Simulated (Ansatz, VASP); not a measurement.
# SiNi (SiNi (Pnma)) in two plane-wave programs

One calculation is typed for both programs; each brings its own data sets. How far apart do they land? The cell is taken from a series of runs on this material, whose earlier steps may have relaxed, scaled, displaced or heated it; both programs get it as it stands.

Calculated with Ansatz 0.2.0; plane waves, with VASP 6.6.1 beside it; relaxation of cell and atoms at PBEsol.

### Step 1. Set-up

It takes space group Pnma (No. 62, orthorhombic). The conventional cell has a = 5.142 Å, b = 3.321 Å, c = 5.570 Å, α = 90.00°, β = 90.00°, γ = 90.00°. Nearest to Si lie 6 Ni at 2.27 to 2.39 Å. Ni has 6 Si at 2.27 to 2.39 Å nearest. Farther neighbours are not listed.

### Step 2. Ansatz: relaxation of cell and atoms, PBEsol

Ansatz runs on its default PAW (the set named soft_2) files.

The relaxed volume is the usual yardstick between codes: in a stiff, nearly cubic crystal its relative difference is about their pressure difference at one cell divided by the bulk modulus.

input.yaml

```yaml
crystal:
  lattice:
    - [5.1415351, 0.0, 0.0]
    - [0.0, 3.3212971, 0.0]
    - [0.0, 0.0, 5.5697753]
  atoms:
    - { symbol: Si, position: [0.82108937, 0.75, 0.58232443] }
    - { symbol: Si, position: [0.17891063, 0.25, 0.41767557] }
    - { symbol: Si, position: [0.32108937, 0.75, 0.91767557] }
    - { symbol: Si, position: [0.67891063, 0.25, 0.08232443] }
    - { symbol: Ni, position: [0.50794985, 0.25, 0.68852056] }
    - { symbol: Ni, position: [0.49205015, 0.75, 0.31147944] }
    - { symbol: Ni, position: [0.00794985, 0.25, 0.81147944] }
    - { symbol: Ni, position: [0.99205015, 0.75, 0.18852056] }
basis:
  ecutwfc: 420
  xc_grid: 2
hamiltonian:
  xc: pbesol
kpoints:
  mp_grid: { grid: [8, 12, 7] }
scf:
  occupations: { method: fermi_dirac, width: 0.05 }
  max_iter: 150
output:
  forces: true
  stress: true
relax:
  f_tol: 0.01
  max_steps: 60
  cell: {}
checkpoint:
  write: "../pbesol.run"
  compress: false
  write_wavefunctions: false
  write_every: 100000
```

Command:

```bash
ansatz run input.yaml --threads 1 --pin off --max-ram 2355MiB --backend cpu --events-out ev --progress --plain --runs-dir out
```

Numbers of over 12 decimals in the logs are rounded to 6 here.

Output:

```text
Engine: ansatz 0.2.0, aarch64-unknown-linux-gnu
Pseudopotentials: kind: paw
Pseudopotential: Si, paw, valence charge 4, recommended cutoff 420 eV (normal), Si.paw.azcp
Pseudopotential: Ni, paw, valence charge 18, recommended cutoff 420 eV (normal), Ni.paw.azcp
Functional definition: PBEsol
  exchange = pbesol_x
  correlation = pbesol_c
Crystal: 8 atoms, lattice volume = 95.113 Å³
Basis set: ecut = 420 eV, 1869 PW (Γ), exchange–correlation on 72×48×80 points (8 copies of the dense FFT grid, shifted against one another)
Bands: 53, of which v1, the nominal top of the filled ones, is band 44 counted from 1 (43 counted from 0)
Symmetry: 8 space group operations
Space group: Pnma (ITA 62), of the structure as read, at distance tolerance 4.6e-5 Å
k-points: 140 of 672
Non-local potential: Si, projectors of the file, l = 0: 2, l = 1: 2, l = 2: 2
Non-local potential: Ni, projectors of the file, l = 0: 3, l = 1: 2, l = 2: 3, l = 3: 1
PAW form: soft (Blöchl's): semilocal exchange-correlation on the pseudo side does not see the compensation charge
PAW frozen core: Si, regenerated for the run's functional, and the local potential with it (the file was generated under x = pbe(κ = 0.804, μ = 0.219515), c = pbe(β = 0.066725))
PAW frozen core: Ni, regenerated for the run's functional, and the local potential with it (the file was generated under x = pbe(κ = 0.804, μ = 0.219515), c = pbe(β = 0.066725))
PAW one-centre angular grid: Si, 110 points (default); XC on 64 Gauss nodes
PAW one-centre angular grid: Ni, 590 points (default); XC on 64 Gauss nodes
Initial density: superposition of atomic densities (neutral atoms: chi_scale 0, normalization atom), corrected by the library's trained network
Initial wavefunctions: pseudopotential atomic-orbital guess
Functional: x = pbesol(κ = 0.804, μ = 0.123457), c = pbesol(β = 0.046)
SCF iter   1: F=—  HF=-25710.605394 eV  |F-HF|=—  |Δ(HF+E_count)|=         —  Δρ=1.59e-2  dr2=1.27e-1  ethr=1.77e-3  ⟨swp⟩=6.7  Hψ=28659  notcnv=0  defer=35
preconditioner: auto → Kerker (q_TF=auto, 2.693 Å⁻¹)  [metal: Δε(μ)=0.015 eV  Ē_g=7.162 eV  σ=0.050 eV  W_gap=0.07  n_scr=38 (ndim 8)  ℏωp=28.5 eV  f_vac=0.000  D(μ)=2.44/eV (n_scr^D=10)]
SCF iter   2: F=—  HF=-25710.585991 eV  |F-HF|=—  |Δ(HF+E_count)|=   1.94e-2  Δρ=3.56e-3  dr2=6.17e-3  ethr=1.44e-4  ⟨swp⟩=2.8  Hψ=14953  notcnv=0  defer=246
SCF iter   3: F=—  HF=-25710.585117 eV  |F-HF|=—  |Δ(HF+E_count)|=   8.74e-4  Δρ=1.07e-3  dr2=6.30e-4  ethr=7.01e-6  ⟨swp⟩=1.2  Hψ=7423  notcnv=0  defer=246
SCF iter   4: F=—  HF=-25710.584952 eV  |F-HF|=—  |Δ(HF+E_count)|=   1.64e-4  Δρ=2.22e-4  dr2=4.13e-5  ethr=7.16e-7  ⟨swp⟩=2.1  Hψ=10261  notcnv=0  defer=246
SCF iter   5: F=—  HF=-25710.584942 eV  |F-HF|=—  |Δ(HF+E_count)|=   1.01e-5  Δρ=4.22e-5  dr2=2.01e-6  ethr=4.69e-8  ⟨swp⟩=2.2  Hψ=10812  notcnv=0  defer=246
SCF iter   6: F=—  HF=-25710.584942 eV  |F-HF|=—  |Δ(HF+E_count)|=   3.78e-7  Δρ=1.72e-5  dr2=2.03e-7  ethr=2.29e-9  ⟨swp⟩=2.0  Hψ=11317  notcnv=0  defer=246
SCF iter   7: F=-25710.584942 eV  HF=-25710.584942 eV  |F-HF|=4.50e-9  |Δ(HF+E_count)|=   1.72e-8  Δρ=3.72e-6  dr2=1.19e-8  ethr=1.14e-10  ⟨swp⟩=4.0  Hψ=25219  notcnv=0
SCF 1 converged in 7 iterations: F = -25710.584942 eV  dr2 = 1.19e-8
  greatest PAW one-centre occupation: 1.001 electrons in one spin orbital (limit 2), on the Ni atom at site 7 (counted from 0), in its partial waves of l = 1
relax step   1: F+E_penalty+E_count = -25710.58494155 eV  Δ(F+E_penalty+E_count) = +0.000e0 eV  max|allowed force component| = 7.321e-2 eV/Å  Δτ_max = 0.0000 Å  P = -1.035 GPa  Ω = 95.113 Å³  (7 SCF iters, dr2 threshold 1.00e-7 eV, accepted)
[...]
relax step   4: F+E_penalty+E_count = -25710.60083947 eV  Δ(F+E_penalty+E_count) = -3.110e-3 eV  max|allowed force component| = 8.065e-3 eV/Å  Δτ_max = 0.0103 Å  P = -0.025 GPa  Ω = 94.419 Å³  energy of the carried Pulay correction = +2.323e-4 eV  (6 SCF iters, dr2 threshold 8.00e-7 eV, accepted)
[...]
relax step   5: F+E_penalty+E_count = -25710.60093755 eV  Δ(F+E_penalty+E_count) = -9.808e-5 eV  max|allowed force component| = 7.485e-3 eV/Å  Δτ_max = 0.0022 Å  P = -0.040 GPa  Ω = 94.422 Å³  energy of the carried Pulay correction = +2.314e-4 eV  (6 SCF iters, dr2 threshold 1.14e-7 eV, accepted)
[...]
relax step   6: F+E_penalty+E_count = -25710.60097712 eV  Δ(F+E_penalty+E_count) = -3.957e-5 eV  max|allowed force component| = 2.159e-3 eV/Å  Δτ_max = 0.0011 Å  P = +0.004 GPa  Ω = 94.400 Å³  energy of the carried Pulay correction = +2.385e-4 eV  (6 SCF iters, dr2 threshold 2.03e-8 eV, accepted)
[...]
relax step   7: F+E_penalty+E_count = -25710.60083028 eV  Δ(F+E_penalty+E_count) = +1.468e-4 eV  max|allowed force component| = 2.126e-3 eV/Å  Δτ_max = 0.0000 Å  P = +0.006 GPa  Ω = 94.400 Å³  stress off target by 2.23e-2 GPa  SCF on the basis re-selected at this cell (its energy is not comparable with the rows above)  (6 SCF iters)
basis re-selected at this cell: Δ(F+E_penalty+E_count) = +1.468e-4 eV, ΔP = +0.002 GPa vs the last step (what re-selecting the basis moved, of the pressure what is left beyond the Pulay correction that the steps carried, after the strain that the cell walked since its last selection, with what the two solves' SCF thresholds leave and, on support functions, any second-order correction that the steps lacked; it is no m [...]
SCF converged after 6 iterations
Free energy (F): -25710.600830 eV
Harris-Foulkes:  -25710.600830 eV  (|F-HF|=1.09e-11)
Internal energy: -25710.586237 eV  (E = F + TS)
E sigma→0 (E₀):  -25710.593534 eV
Entropy (-TS):   -0.014593 eV (-1.824 meV/atom)
Fermi energy:    15.128654 eV
--- Per-component energies (eV) ---
  E_band       = -1273.084693
  E_kinetic    = 1316.217521
  E_local      = -17713.747021  (includes V_loc(G=0)·N_el)
  E_nonlocal   = 2639.623375
  E_hartree    = 7612.787622
  E_xc         = -568.589656
  E_vxc        = -640.458248  (∫ρ·V_xc dr)
  E_paw        = -8372.850650  (= ΣΔE_a)
  E_vpaw       = -2100.297624  (= ΣTr[D̂ρ^β])
  E_aug_tail   = 0.002132  (compensation charges beyond the density's cutoff)
  E_ewald      = -10624.944958
  E_core_change = 0.915398  (= ΣΔE_core)
  E_smearing   = -0.014593  (= −TS)
  E_closure    = 0.000000  (closes the sum)
  Σ components = -25710.600830   (vs F -25710.600830, Δ=0.00e0)
--- Forces (eV/Å), atoms counted from 1 ---
  atom   1  Si     0.00020941     0.00000000    -0.00025351
  atom   2  Si    -0.00020941    -0.00000000     0.00025351
  atom   3  Si     0.00020941     0.00000000     0.00025351
  atom   4  Si    -0.00020941    -0.00000000    -0.00025351
  atom   5  Ni    -0.00212608    -0.00000000    -0.00124952
  atom   6  Ni     0.00212608     0.00000000     0.00124952
  atom   7  Ni    -0.00212608    -0.00000000     0.00124952
  atom   8  Ni     0.00212608     0.00000000    -0.00124952
  max |Σ_I F_I| component: 1.39e-17 eV/Å
--- Stress (GPa, compression-positive) ---
       -0.005457      -0.000000      -0.000000
       -0.000000       0.022281      -0.000000
       -0.000000      -0.000000       0.000290
  P = ⅓ Tr σ = 0.0057 GPa (0.057 kbar)
--- Relaxed structure (6 steps of the walk, 6 accepted, 1 SCFs on fresh bases) ---
  F+E_penalty+E_count = -25710.60083028 eV   max|allowed force component| = 2.126e-3 eV/Å   (the final SCF, on the basis selected at the relaxed cell)
  cell:  # Å, volume = 94.4004 Å³
    - [5.081535, 0, 0]
    - [0, 3.373574, 8.129903670599386e-19]
    - [0, 1.3633750698148571e-18, 5.506667]
  atoms:
    - { symbol: Si, position: [0.821264, 0.750000, 0.587911] }
    - { symbol: Si, position: [0.178736, 0.25, 0.412089] }
    - { symbol: Si, position: [0.321264, 0.750000, 0.912089] }
    - { symbol: Si, position: [0.678736, 0.25, 0.087911] }
    - { symbol: Ni, position: [0.509579, 0.25, 0.687271] }
    - { symbol: Ni, position: [0.490421, 0.750000, 0.312729] }
    - { symbol: Ni, position: [0.00957858, 0.25, 0.812729] }
    - { symbol: Ni, position: [0.990421, 0.750000, 0.187271] }
```

The column dr2 measures how far the density is from self-consistency, as an energy; F and HF (Harris–Foulkes) agree once it is small.

(Part 1 of 2 ends here.)

[Lines on the potential files, build, host, timing and source positions are cut from VASP's logs without a mark.]

[Logs are printed without paths, hosts, clocks, repeated set-up lines and the standing remarks that a program may print on its own settings, such as how far it seeks lower states.]

[Hosts, paths, dates, database ids (printed as entryN), source tags and the programs' standing remarks are cut or masked in the printed files.]
